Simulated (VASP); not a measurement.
All values below come from PBEsol GGA with spin-orbit coupling, VASP's PBE PAW potentials (set 64) (plane waves; VASP).

VASP input:

File POSCAR:
```
InSb
1
    0.0000000000     3.2400000000     3.2400000000
    3.2400000000     0.0000000000     3.2400000000
    3.2400000000     3.2400000000     0.0000000000
In Sb
1 1
Direct
  0.0000000000   0.0000000000   0.0000000000
  0.2500000000   0.2500000000   0.2500000000
```

**KPOINTS**
```
Automatic mesh
0
Gamma
5 5 5
0 0 0
```

### INCAR
```
! general
SYSTEM       =InSb
PREC         =Accurate
ENCUT        =300
LREAL        =F
LASPH        =T

! electronic loop
EDIFF        =1E-6
NELM         =100
ALGO         =Normal
LMAXMIX      =4

! smearing
ISMEAR       =-1
SIGMA        =0.02

! functional
GGA          =PS
GGA_COMPAT   =F

! spin
MAGMOM       =6*0.0
LSORBIT      =T
LNONCOLLINEAR=T

! ions
ISIF         =2

! output
LWAVE        =F
LCHARG       =F
LORBIT       =11
```

POTCAR, in this order: In_d Sb (PBE.64 set). Program: vasp_ncl.

Question: What does the run give for the energy per atom (σ→0), band gap (on the k-mesh)?

Answer: 
```yaml
energy per atom (σ→0): -3.871 eV/atom
band gap (on the k-mesh): none (metal, semimetal or under 0.01 eV)
```

**OSZICAR**
```
...
DAV:   7    -0.774359706925E+01    0.23921E-01   -0.82650E-02  1120   0.290E+00    0.136E+00
DAV:   8    -0.774241614150E+01    0.11809E-02   -0.38088E-03   810   0.543E-01    0.536E-01
DAV:   9    -0.774234432648E+01    0.71815E-04   -0.29335E-03   980   0.795E-01    0.165E-01
DAV:  10    -0.774253278695E+01   -0.18846E-03   -0.32306E-04   874   0.282E-01    0.557E-02
DAV:  11    -0.774260785098E+01   -0.75064E-04   -0.86631E-05   888   0.745E-02    0.229E-02
DAV:  12    -0.774260888322E+01   -0.10322E-05   -0.41670E-06   754   0.218E-02    0.183E-02
DAV:  13    -0.774260850266E+01    0.38056E-06   -0.47997E-07   490   0.742E-03
   1 F= -.77426085E+01 E0= -.77423867E+01  d E =-.443642E-03  mag=    -0.0000    -0.0000     0.0000
```

The structure is a typed InSb crystal (F-43m). The cell was not relaxed at this level. The k-mesh is coarse (spacing up to 0.34 per Å, 2π included), so the numbers may not be converged in it. The run is one of a series of settings (GGA_COMPAT = .FALSE., LNONCOLLINEAR = .TRUE., LSORBIT = .TRUE., MAGMOM = 0.0 0.0 0.0 0.0 0.0 0.0, program vasp_ncl against the base run), some of them coarse on purpose.
